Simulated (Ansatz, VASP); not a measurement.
**Two plane-wave programs on Mo3Ru3C2**

```xyz
8
Lattice="2.9476 0.0000 0.0000 -1.4738 2.5527 0.0000 0.0000 0.0000 14.0660" Properties=species:S:1:pos:R:3 pbc="T T T"
Ru    0.0000    1.7018    4.8666
Ru    0.0000    0.0000    7.0330
Ru    1.4738    0.8509    9.1994
Mo    0.0000    1.7018   11.4232
Mo    0.0000    0.0000    0.0000
Mo    1.4738    0.8509    2.6429
C     1.4738    0.8509   12.6759
C     0.0000    1.7018    1.3901
```

Change from the starting cell: volume scaled by 1.04.

Alike in both runs: task single point; functional PBE; k mesh 10 × 10 × 2; occupations fermi-dirac, width 0.05 eV; no spin polarisation.

|  | VASP | Ansatz |
| --- | --- | --- |
| version | VASP 6.6.1 | Ansatz 0.2.0 |
| potentials or method | VASP PAW PBE potentials, release 64 (Ru_pv, Mo_sv, C) | Ansatz PAW |
| plane-wave cutoff (eV) | 520 | 420 |
| valence electrons in the cell | 92 | 98 |

```csv
,VASP,Ansatz,Ansatz less VASP
gap on the k mesh at the Fermi level (eV),none,none,-
pressure (GPa),-12.6,-12.8,-0.24
largest component of the traceless stress (GPa),0.10,0.07,-0.029
rms of the force components (eV/Å),0.061,0.067,+0.0054
```

Atom by atom the forces differ by 0.006 eV/Å (rms over components). A gap of «none» marks a metal or a gap that the smearing closes. The two sets of potentials don't hold the same shells in valence.
